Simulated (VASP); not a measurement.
Method: r2SCAN meta-GGA, VASP's PBE PAW potentials (set 64) (plane waves; VASP).

The input files of a VASP run:

**INCAR**
```
LCHARG=.False.
SYSTEM=Mo
METAGGA=R2SCAN
NELM=100
LMIXTAU=.True.
EDIFF=1E-6
LMAXMIX=4
ENCUT=400   # plane-wave cut-off (eV)
LASPH=.True.   # aspherical one-centre terms
LWAVE=.False.
IBRION=2   # conjugate gradients
LREAL=.False.   # projection in real space or not
NSW=60
ISIF=3   # ions, shape and volume
ISMEAR=1
EDIFFG=-0.01   # ionic stop
PREC=Accurate
ALGO=Normal   # blocked Davidson
SIGMA=0.1
```

### POSCAR
```
Mo
1
    2.7404737858    -0.0000000000    -0.0000000000
   -1.3702368929     2.3733200974     0.0000000000
    0.0000000000    -0.0000000000     4.9129639669
Mo
2
Direct
  0.3333330000   0.6666670000   0.2500000000
  0.6666670000   0.3333330000   0.7500000000
```

KPOINTS:
```
Automatic mesh
0
Gamma
14 14 7
0 0 0
```

POTCAR, in this order: Mo_sv (PBE.64 set). Program: vasp_std.

What VASP printed:

File OUTCAR:
```
 ion  position               nearest neighbor table
   1  0.333  0.667  0.250-   2 2.92   2 2.92   2 2.92   2 2.92   2 2.92   2 2.92
   2  0.667  0.333  0.750-   1 2.92   1 2.92   1 2.92   1 2.92   1 2.92   1 2.92
  LATTYP: Found a hexagonal cell.
 ALAT       =     2.7404737858
 C/A-ratio  =     1.7927425514
 Subroutine PRICEL returns:
 Original cell was already a primitive cell.
 Subroutine GETGRP returns: Found 24 space group operations
The static configuration has the point symmetry D_3d.
 The point group associated with its full space group is D_6h.
The dynamic configuration has the point symmetry D_3d.
 Subroutine INISYM returns: Found 24 space group operations
 Subroutine IBZKPT returns following result:
 Found     96 irreducible k-points:

 Following reciprocal coordinates:
            Coordinates               Weight
  0.000000  0.000000  0.000000      1.000000
  0.071429  0.000000  0.000000      6.000000
  0.142857  0.000000  0.000000      6.000000
  0.214286 -0.000000  0.000000      6.000000
  0.285714  0.000000  0.000000      6.000000
  0.357143  0.000000  0.000000      6.000000
  0.428571 -0.000000  0.000000      6.000000
  0.500000  0.000000  0.000000      3.000000
  0.071429  0.071429  0.000000      6.000000
  0.142857  0.071429  0.000000     12.000000
  0.214286  0.071429  0.000000     12.000000
  0.285714  0.071429  0.000000     12.000000
  0.357143  0.071429  0.000000     12.000000
  0.428571  0.071429  0.000000     12.000000
  0.142857  0.142857  0.000000      6.000000
  0.214286  0.142857  0.000000     12.000000
  0.285714  0.142857  0.000000     12.000000
  0.357143  0.142857  0.000000     12.000000
  0.428571  0.142857  0.000000      6.000000
  0.214286  0.214286  0.000000      6.000000
  0.285714  0.214286  0.000000     12.000000
  0.357143  0.214286  0.000000     12.000000
  0.285714  0.285714  0.000000      6.000000
  0.357143  0.285714  0.000000      6.000000
  0.000000  0.000000  0.142857      2.000000
  0.071429  0.000000  0.142857     12.000000
  0.142857  0.000000  0.142857     12.000000
  0.214286 -0.000000  0.142857     12.000000
  0.285714  0.000000  0.142857     12.000000
  0.357143  0.000000  0.142857     12.000000
  0.428571 -0.000000  0.142857     12.000000
  0.500000  0.000000  0.142857      6.000000
  0.071429  0.071429  0.142857     12.000000
  0.142857  0.071429  0.142857     24.000000
  0.214286  0.071429  0.142857     24.000000
  0.285714  0.071429  0.142857     24.000000
  0.357143  0.071429  0.142857     24.000000
  0.428571  0.071429  0.142857     24.000000
  0.142857  0.142857  0.142857     12.000000
  0.214286  0.142857  0.142857     24.000000
   k-points           NKPTS =     96   k-points in BZ     NKDIM =     96   number of bands    NBANDS=     18
   number of dos      NEDOS =    301   number of ions     NIONS =      2
   total plane-waves  NPLWV =  10368
   dimension x,y,z NGX =    18 NGY =   18 NGZ =   32
   dimension x,y,z NGXF=    36 NGYF=   36 NGZF=   64
   ions per type =               2
   PREC   = accura    normal or accurate (medium, high low for compatibility)
   ISTART =      0    job   : 0-new  1-cont  2-samecut
   ICHARG =      2    charge: 1-file 2-atom 10-const
   ISPIN  =      1    spin polarized calculation?
   LNONCOLLINEAR =      F non collinear calculations
   LSORBIT =      F    spin-orbit coupling
   INIWAV =      1    electr: 0-lowe 1-rand  2-diag
   ENCUT  =  400.0 eV  29.40 Ry    5.42 a.u.   4.47  4.47  8.01*2*pi/ulx,y,z
   NELM   =    100;   NELMIN=  2; NELMDL= -5     # of ELM steps
   EDIFF  = 0.1E-05   stopping-criterion for ELM
   LREAL  =      F    real-space projection
...
```

### OSZICAR
```
       N       E                     dE             d eps       ncg     rms          rms(c)
DAV:   1     0.220277646068E+03    0.22028E+03   -0.16837E+04  3480   0.139E+03
DAV:   2    -0.571688697178E+02   -0.27745E+03   -0.27322E+03  3922   0.458E+02
DAV:   3    -0.637339317004E+02   -0.65651E+01   -0.63932E+01  4486   0.658E+01
DAV:   4    -0.637943921782E+02   -0.60460E-01   -0.60115E-01  3958   0.548E+00
DAV:   5    -0.637949048219E+02   -0.51264E-03   -0.51236E-03  4030   0.499E-01    0.239E+01
DAV:   6    -0.529507524426E+02    0.10844E+02   -0.70966E+00  3528   0.300E+01    0.312E+00
DAV:   7    -0.497234882239E+02    0.32273E+01   -0.17448E+00  3774   0.869E+00    0.247E+00
DAV:   8    -0.523357617304E+02   -0.26123E+01   -0.13357E+00  3708   0.829E+00    0.184E+00
DAV:   9    -0.511718195398E+02    0.11639E+01   -0.26363E-01  3460   0.544E+00    0.996E-01
DAV:  10    -0.511584037571E+02    0.13416E-01   -0.37987E-03  4140   0.646E-01    0.969E-01
DAV:  11    -0.511662565064E+02   -0.78527E-02   -0.46655E-03  3564   0.643E-01    0.641E-01
DAV:  12    -0.511618591553E+02    0.43974E-02   -0.27097E-02  3636   0.144E+00    0.863E-02
DAV:  13    -0.511617887616E+02    0.70394E-04   -0.53513E-04  3932   0.222E-01    0.677E-02
DAV:  14    -0.511649506067E+02   -0.31618E-02   -0.76999E-04  3468   0.315E-01    0.275E-02
DAV:  15    -0.511651528258E+02   -0.20222E-03   -0.15785E-04  3582   0.124E-01    0.116E-02
DAV:  16    -0.511653110648E+02   -0.15824E-03   -0.11344E-05  3318   0.309E-02    0.881E-03
DAV:  17    -0.511652045222E+02    0.10654E-03   -0.15166E-05  3500   0.372E-02    0.417E-03
DAV:  18    -0.511652404887E+02   -0.35966E-04   -0.17679E-06  2462   0.140E-02    0.799E-04
DAV:  19    -0.511652227643E+02    0.17724E-04   -0.22703E-07  1786   0.489E-03    0.685E-04
DAV:  20    -0.511652322933E+02   -0.95290E-05   -0.56010E-08  1776   0.245E-03    0.402E-04
DAV:  21    -0.511652298618E+02    0.24315E-05   -0.13349E-08  1768   0.117E-03    0.115E-04
DAV:  22    -0.511652313669E+02   -0.15051E-05   -0.18926E-09  1762   0.370E-04    0.781E-05
DAV:  23    -0.511652305162E+02    0.85066E-06   -0.12182E-09  1760   0.322E-04
   1 F= -.51165231E+02 E0= -.51165263E+02  d E =-.511652E+02
       N       E                     dE             d eps       ncg     rms          rms(c)
DAV:   1    -0.511659719002E+02   -0.74053E-03   -0.27339E-02  3456   0.181E+00    0.225E-01
DAV:   2    -0.511651776172E+02    0.79428E-03   -0.12918E-03  3520   0.345E-01    0.679E-02
DAV:   3    -0.511652886107E+02   -0.11099E-03   -0.36514E-04  3896   0.194E-01    0.322E-02
DAV:   4    -0.511650124913E+02    0.27612E-03   -0.10077E-04  3630   0.953E-02    0.686E-03
DAV:   5    -0.511652458918E+02   -0.23340E-03   -0.37137E-05  3506   0.661E-02    0.253E-03
DAV:   6    -0.511651868821E+02    0.59010E-04   -0.26842E-06  2880   0.170E-02    0.105E-03
DAV:   7    -0.511652294358E+02   -0.42554E-04   -0.13545E-06  2090   0.115E-02    0.515E-04
DAV:   8    -0.511652226946E+02    0.67412E-05   -0.47197E-08  1742   0.231E-03    0.192E-04
DAV:   9    -0.511652235057E+02   -0.81105E-06   -0.72081E-09  1734   0.790E-04
   2 F= -.51165224E+02 E0= -.51165233E+02  d E =0.701058E-05
       N       E                     dE             d eps       ncg     rms          rms(c)
DAV:   1    -0.511654852248E+02   -0.26253E-03   -0.86862E-03  3456   0.102E+00    0.126E-01
DAV:   2    -0.511653033123E+02    0.18191E-03   -0.41074E-04  3524   0.195E-01    0.383E-02
DAV:   3    -0.511652026679E+02    0.10064E-03   -0.11676E-04  3884   0.109E-01    0.181E-02
DAV:   4    -0.511653156990E+02   -0.11303E-03   -0.32418E-05  3652   0.540E-02    0.386E-03
DAV:   5    -0.511652323158E+02    0.83383E-04   -0.11875E-05  3482   0.373E-02    0.141E-03
DAV:   6    -0.511652645454E+02   -0.32230E-04   -0.82784E-07  1788   0.959E-03    0.520E-04
DAV:   7    -0.511652423477E+02    0.22198E-04   -0.42798E-07  1732   0.632E-03    0.331E-04
DAV:   8    -0.511652461907E+02   -0.38430E-05   -0.14833E-08  1734   0.126E-03    0.139E-04
DAV:   9    -0.511652455655E+02    0.62525E-06   -0.35236E-09  1732   0.510E-04
   3 F= -.51165246E+02 E0= -.51165268E+02  d E =-.150492E-04
       N       E                     dE             d eps       ncg     rms          rms(c)
DAV:   1    -0.511654798737E+02   -0.23368E-03   -0.74870E-03  3456   0.946E-01    0.129E-01
DAV:   2    -0.511652501954E+02    0.22968E-03   -0.47653E-04  3480   0.209E-01    0.314E-02
DAV:   3    -0.511652451900E+02    0.50055E-05   -0.95092E-05  3988   0.941E-02    0.213E-02
DAV:   4    -0.511652299141E+02    0.15276E-04   -0.30766E-05  3646   0.517E-02    0.346E-03
DAV:   5    -0.511652448352E+02   -0.14921E-04   -0.15802E-05  3506   0.403E-02    0.123E-03
DAV:   6    -0.511652450618E+02   -0.22660E-06   -0.88953E-07  1792   0.104E-02
   4 F= -.51165245E+02 E0= -.51165252E+02  d E =0.503648E-06
       N       E                     dE             d eps       ncg     rms          rms(c)
DAV:   1    -0.511653236174E+02   -0.78782E-04   -0.23553E-03  3456   0.531E-01    0.729E-02
DAV:   2    -0.511652523968E+02    0.71221E-04   -0.15161E-04  3480   0.118E-01    0.177E-02
DAV:   3    -0.511652484440E+02    0.39529E-05   -0.29845E-05  4002   0.526E-02    0.120E-02
DAV:   4    -0.511652396026E+02    0.88414E-05   -0.91112E-06  3636   0.272E-02    0.195E-03
DAV:   5    -0.511652497216E+02   -0.10119E-04   -0.43594E-06  3386   0.205E-02    0.670E-04
DAV:   6    -0.511652488535E+02    0.86806E-06   -0.23730E-07  1734   0.532E-03
   5 F= -.51165249E+02 E0= -.51165264E+02  d E =-.328807E-05
```

File OUTCAR:
```
------------------------ aborting loop because EDIFF is reached ----------------------------------------
  FORCE on cell =-STRESS in cart. coord.  units (eV):
  Direction    XX          YY          ZZ          XY          YZ          ZX
  --------------------------------------------------------------------------------------
  Total        0.0026109      0.0026109      0.0048709     -0.0000000      0.0000000      0.0000000
  in kB        0.1309324      0.1309324      0.2442655     -0.0000000      0.0000000      0.0000000
  external PRESSURE =       0.1687101 kB  Pullay stress =       0.0000000 kB
  volume of cell :       31.95
      direct lattice vectors                 reciprocal lattice vectors
     2.739524037  0.000000000 -0.000000000     0.365026912  0.210748370  0.000000000
    -1.369762018  2.372497590 -0.000000000    -0.000000000  0.421496740  0.000000000
    -0.000000000 -0.000000000  4.915557613     0.000000000  0.000000000  0.203435720
 POSITION                                       TOTAL-FORCE (eV/Angst)
 -----------------------------------------------------------------------------------
     -0.00000      1.58167      1.22889         0.000000     -0.000000     -0.000000
      1.36976      0.79083      3.68667        -0.000000      0.000000      0.000000
 -----------------------------------------------------------------------------------
    total drift:                               -0.000859      0.000496     -0.000044
  FREE ENERGIE OF THE ION-ELECTRON SYSTEM (eV)
  ---------------------------------------------------
  free  energy   TOTEN  =       -51.1652488535 eV

  energy  without entropy=      -51.1652951278  energy(sigma->0) =      -51.16526428

 reached required accuracy - stopping structural energy minimisation
```
(Selected blocks of OUTCAR.)

File CONTCAR:
```
Mo
   1.00000000000000
     2.7395240368108240    0.0000000000000000   -0.0000000000000000
    -1.3697620184054120    2.3724975904604788   -0.0000000000000000
    -0.0000000000000000   -0.0000000000000000    4.9155576131488017
  Mo
     2
Direct
     0.3333330000000032    0.6666669999999968    0.2500000000000000
     0.6666669999999968    0.3333330000000032    0.7500000000000000
```

The structure was generated: Mo was put into the hcp type (P6_3/mmc), which need not be its known phase. This run relaxes it. Symmetry was kept, so distortions that lower it aren't found. The start is the result of an earlier pass.
